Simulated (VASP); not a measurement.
The system is Be3CdTe4.

```
Be Cd Te
1.0
     5.81291    0.00000    0.00000
     0.00000    5.81291    0.00000
     0.00000    0.00000    5.81291
Be Cd Te
3 1 4
Direct
  0.00000 0.50000 0.50000
  0.50000 0.50000 0.00000
  0.50000 0.00000 0.50000
  0.00000 0.00000 0.00000
  0.73850 0.73850 0.26150
  0.73850 0.26150 0.73850
  0.26150 0.73850 0.73850
  0.26150 0.26150 0.26150
```

The cell was built by a generator and needn't be a form met in nature.

* Program: VASP 6.6.1
* Task: relaxation of cell and atoms
* Functional: PBE
* Potentials or basis: VASP PAW PBE potentials, release 64 (Be, Cd, Te)
* Cutoff: 520 eV
* k mesh: 3 × 3 × 3
* Occupations: gaussian, width 0.15 eV
* Spin: no spin polarisation

At the start: pressure 3.7 GPa; volume 24.55 Å³/atom.

Q: How do energy, volume and symmetry change on relaxing?

A: Over 6 steps the energy falls by 36.9 meV/atom and the volume is 25.88 Å³/atom (+5.4 %); space group P-43m (No. 215, to 0.05 Å).

The path:
```csv
step,energy change (eV),largest force (eV/Å),pressure (GPa),volume (Å³)
1,0.0000,1.2168,3.75,196.42
2,-0.2660,0.1848,-1.18,213.21
3,-0.2724,0.2986,-0.72,210.83
4,-0.2724,0.3143,-0.64,210.54
5,-0.2929,0.1232,-0.11,208.15
6,-0.2955,0.0291,-0.01,207.03
```

Final structure:
```yaml
crystal:
  lattice:
    - [5.91576, 0.00000, 0.00000]
    - [0.00000, 5.91576, 0.00000]
    - [0.00000, 0.00000, 5.91576]
  atoms:
    - { symbol: Be, position: [0.00000, 0.50000, 0.50000] }
    - { symbol: Be, position: [0.50000, 0.50000, 0.00000] }
    - { symbol: Be, position: [0.50000, 0.00000, 0.50000] }
    - { symbol: Cd, position: [0.00000, 0.00000, 0.00000] }
    - { symbol: Te, position: [0.73110, 0.73110, 0.26890] }
    - { symbol: Te, position: [0.73110, 0.26890, 0.73110] }
    - { symbol: Te, position: [0.26890, 0.73110, 0.73110] }
    - { symbol: Te, position: [0.26890, 0.26890, 0.26890] }
```
